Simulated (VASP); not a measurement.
Level of theory: PBE GGA with D3 dispersion (zero damping), VASP's PBE PAW potentials (set 64) (plane waves; VASP).

The input files of a VASP run:

**POSCAR**
```
TiC
1
    0.0000000000     2.1521301772     2.1521301772
    2.1521301772     0.0000000000     2.1521301772
    2.1521301772     2.1521301772    -0.0000000000
Ti C
1 1
Direct
  0.0000000000   0.0000000000   0.0000000000
  0.5000000000   0.5000000000   0.5000000000
```

INCAR:
```
! general
SYSTEM  = TiC
PREC    = Accurate
ENCUT   = 520   ! plane-wave cut-off (eV)
LREAL   = F
LASPH   = T   ! aspherical one-centre terms

! electronic loop
EDIFF   = 1E-7   ! SCF stop (eV)
NELM    = 100   ! most electronic steps
ALGO    = Normal
LMAXMIX = 4   ! l cut-off of mixed one-centre charges

! smearing
ISMEAR  = -5

! functional
GGA     = PE
IVDW    = 11

! ions
ISIF    = 2   ! forces and stress, cell fixed

! output
LWAVE   = F
LCHARG  = T
LORBIT  = 11
NEDOS   = 601
```

**KPOINTS**
```
kpoints
0
gamma
  16 16 16
```

POTCAR, in this order: Ti_sv C (PBE.64 set). Program: vasp_std.

The resulting files:

OSZICAR:
```
       N       E                     dE             d eps       ncg     rms          rms(c)
DAV:   1     0.118062838146E+03    0.11806E+03   -0.85104E+03  3480   0.160E+03
DAV:   2    -0.144609129142E+02   -0.13252E+03   -0.12647E+03  3580   0.382E+02
DAV:   3    -0.238137756334E+02   -0.93529E+01   -0.90132E+01  4596   0.967E+01
DAV:   4    -0.242495291105E+02   -0.43575E+00   -0.43506E+00  4460   0.201E+01
DAV:   5    -0.242634171548E+02   -0.13888E-01   -0.13887E-01  4712   0.318E+00    0.191E+01
DAV:   6    -0.193093025560E+02    0.49541E+01   -0.31367E+01  4112   0.706E+01    0.701E+00
DAV:   7    -0.187332418051E+02    0.57606E+00   -0.44737E+00  4156   0.277E+01    0.507E+00
DAV:   8    -0.187012922866E+02    0.31950E-01   -0.14997E-01  3736   0.532E+00    0.287E+00
DAV:   9    -0.187060043806E+02   -0.47121E-02   -0.12198E-01  3920   0.433E+00    0.817E-01
DAV:  10    -0.187031167969E+02    0.28876E-02   -0.15298E-02  5076   0.180E+00    0.546E-01
DAV:  11    -0.187019780702E+02    0.11387E-02   -0.59145E-03  3768   0.121E+00    0.116E-01
DAV:  12    -0.187019528746E+02    0.25196E-04   -0.44138E-04  3748   0.325E-01    0.305E-02
DAV:  13    -0.187019391460E+02    0.13729E-04   -0.28907E-05  5264   0.794E-02    0.105E-02
DAV:  14    -0.187019384414E+02    0.70454E-06   -0.15486E-06  3848   0.126E-02    0.195E-03
DAV:  15    -0.187019381257E+02    0.31572E-06   -0.25630E-07  3948   0.507E-03    0.494E-04
DAV:  16    -0.187019380477E+02    0.77986E-07   -0.17360E-08  1920   0.151E-03
   1 F= -.19316636E+02 E0= -.19316636E+02  d E =0.000000E+00
```

OUTCAR:
```
------------------------ aborting loop because EDIFF is reached ----------------------------------------
 Edisp (eV)   -0.61470
  FORCE on cell =-STRESS in cart. coord.  units (eV):
  Direction    XX          YY          ZZ          XY          YZ          ZX
  --------------------------------------------------------------------------------------
  Total      -0.00667    -0.00667    -0.00667    -0.00000    -0.00000     0.00000
  in kB      -0.53622    -0.53622    -0.53622    -0.00000    -0.00000     0.00000
  external pressure =       -0.54 kB  Pullay stress =        0.00 kB
  volume of cell :       19.94
      direct lattice vectors                 reciprocal lattice vectors
     0.000000000  2.152130177  2.152130177    -0.232327954  0.232327954  0.232327954
     2.152130177  0.000000000  2.152130177     0.232327954 -0.232327954  0.232327954
     2.152130177  2.152130177  0.000000000     0.232327954  0.232327954 -0.232327954
 POSITION                                       TOTAL-FORCE (eV/Angst)
 -----------------------------------------------------------------------------------
      0.00000      0.00000      0.00000         0.000000     -0.000000      0.000000
      2.15213      2.15213      2.15213        -0.000000      0.000000     -0.000000
 -----------------------------------------------------------------------------------
    total drift:                                0.000000     -0.000000     -0.000000
  FREE ENERGIE OF THE ION-ELECTRON SYSTEM (eV)
  ---------------------------------------------------
  free  energy   TOTEN  =       -19.3166362723 eV

  energy  without entropy=      -19.3166362723  energy(sigma->0) =      -19.31663627

 total charge

# of ion       s       p       d       tot
------------------------------------------
    1        2.203   6.256   1.974  10.434
    2        0.899   1.516   0.000   2.414
--------------------------------------------------
tot          3.102   7.772   1.974  12.848
```
(Selected blocks of OUTCAR.)

For a metal the tetrahedron method with Blöchl corrections gives inexact stress and forces.

The compound is TiC in the rock salt structure. It was relaxed first.
